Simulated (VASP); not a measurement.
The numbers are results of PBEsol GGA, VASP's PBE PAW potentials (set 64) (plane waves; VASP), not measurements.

The input files of a VASP run:

File KPOINTS:
```
Automatic mesh
0
Gamma
 17 17 8
0 0 0
```

File POSCAR:
```
Nb
1
    2.8279170552     0.0000000000    -0.0000000000
   -1.4139585276     2.4490482923     0.0000000000
    0.0000000000     0.0000000000     5.1785122247
Nb
2
Direct
  0.3333330000   0.6666670000   0.2500000000
  0.6666670000   0.3333330000   0.7500000000
```

### INCAR
```
# general
SYSTEM =Nb
PREC   =Accurate
ENCUT  =400
LREAL  =.False.
LASPH  =.True.   # aspherical one-centre terms

# electronic loop
EDIFF  =1E-7
NELM   =100   # most electronic steps
ALGO   =Normal   # blocked Davidson
LMAXMIX=4   # l cut-off of mixed one-centre charges

# smearing
ISMEAR =-5

# functional
GGA    =PS

# ions
ISIF   =2   # forces and stress, cell fixed

# output
LWAVE  =.False.
LCHARG =.True.
LORBIT =11   # lm-projected
NEDOS  =601   # DOS grid
```

POTCAR, in this order: Nb_sv (PBE.64 set). Program: vasp_std.

The resulting files:

### OSZICAR
```
       N       E                     dE             d eps       ncg     rms          rms(c)
DAV:   1     0.246105258836E+03    0.24611E+03   -0.13778E+04  5674   0.134E+03
DAV:   2    -0.471714304973E+01   -0.25082E+03   -0.24819E+03  7022   0.523E+02
DAV:   3    -0.215664813113E+02   -0.16849E+02   -0.16627E+02 10736   0.976E+01
DAV:   4    -0.221681548226E+02   -0.60167E+00   -0.59752E+00  7096   0.171E+01
DAV:   5    -0.221950357345E+02   -0.26881E-01   -0.26697E-01  9370   0.332E+00    0.109E+01
DAV:   6    -0.213735913127E+02    0.82144E+00   -0.15912E+00  7547   0.131E+01    0.384E+00
DAV:   7    -0.212654891735E+02    0.10810E+00   -0.66954E-01 10426   0.751E+00    0.145E+00
DAV:   8    -0.212722512095E+02   -0.67620E-02   -0.39219E-02  7896   0.207E+00    0.230E-01
DAV:   9    -0.212722541998E+02   -0.29903E-05   -0.33264E-03  7957   0.613E-01    0.564E-02
DAV:  10    -0.212722460049E+02    0.81949E-05   -0.19964E-04  8272   0.138E-01    0.206E-02
DAV:  11    -0.212722445991E+02    0.14058E-05   -0.10461E-05  8327   0.415E-02    0.649E-03
DAV:  12    -0.212722408999E+02    0.36992E-05   -0.75393E-07  8087   0.959E-03    0.154E-03
DAV:  13    -0.212722403998E+02    0.50007E-06   -0.11024E-07  5043   0.443E-03    0.782E-04
DAV:  14    -0.212722405054E+02   -0.10555E-06   -0.19743E-08  4676   0.143E-03    0.156E-04
DAV:  15    -0.212722405285E+02   -0.23141E-07   -0.66733E-09  4205   0.105E-03
   1 F= -.21272241E+02 E0= -.21272241E+02  d E =0.000000E+00
```

File OUTCAR:
```
------------------------ aborting loop because EDIFF is reached ----------------------------------------
  FORCE on cell =-STRESS in cart. coord.  units (eV):
  Direction    XX          YY          ZZ          XY          YZ          ZX
  --------------------------------------------------------------------------------------
  Total        0.0312778      0.0312778     -0.0275171      0.0000000     -0.0000000      0.0000000
  in kB        1.3972595      1.3972599     -1.2292593      0.0000000     -0.0000000      0.0000000
  external PRESSURE =       0.5217534 kB  Pullay stress =       0.0000000 kB
  volume of cell :       35.86
      direct lattice vectors                 reciprocal lattice vectors
     2.827917055  0.000000000  0.000000000     0.353617161  0.204160939  0.000000000
    -1.413958528  2.449048292  0.000000000     0.000000000  0.408321879  0.000000000
     0.000000000  0.000000000  5.178512225     0.000000000  0.000000000  0.193105656
 POSITION                                       TOTAL-FORCE (eV/Angst)
 -----------------------------------------------------------------------------------
     -0.00000      1.63270      1.29463        -0.000000      0.000000      0.000000
      1.41396      0.81635      3.88388         0.000000     -0.000000      0.000000
 -----------------------------------------------------------------------------------
    total drift:                                0.000332     -0.000192      0.000573
  FREE ENERGIE OF THE ION-ELECTRON SYSTEM (eV)
  ---------------------------------------------------
  free  energy   TOTEN  =       -21.2722405285 eV

  energy  without entropy=      -21.2722405285  energy(sigma->0) =      -21.27224053

 total charge

# of ion       s       p       d       tot
------------------------------------------
    1        2.229   5.997   2.532  10.758
    2        2.229   5.997   2.532  10.758
--------------------------------------------------
tot          4.458  11.995   5.064  21.517
```
(Selected blocks of OUTCAR.)

For a metal the tetrahedron method with Blöchl corrections gives inexact stress and forces.

The structure was generated: Nb was put into the hcp type (P6_3/mmc), which need not be its known phase. It was relaxed first.
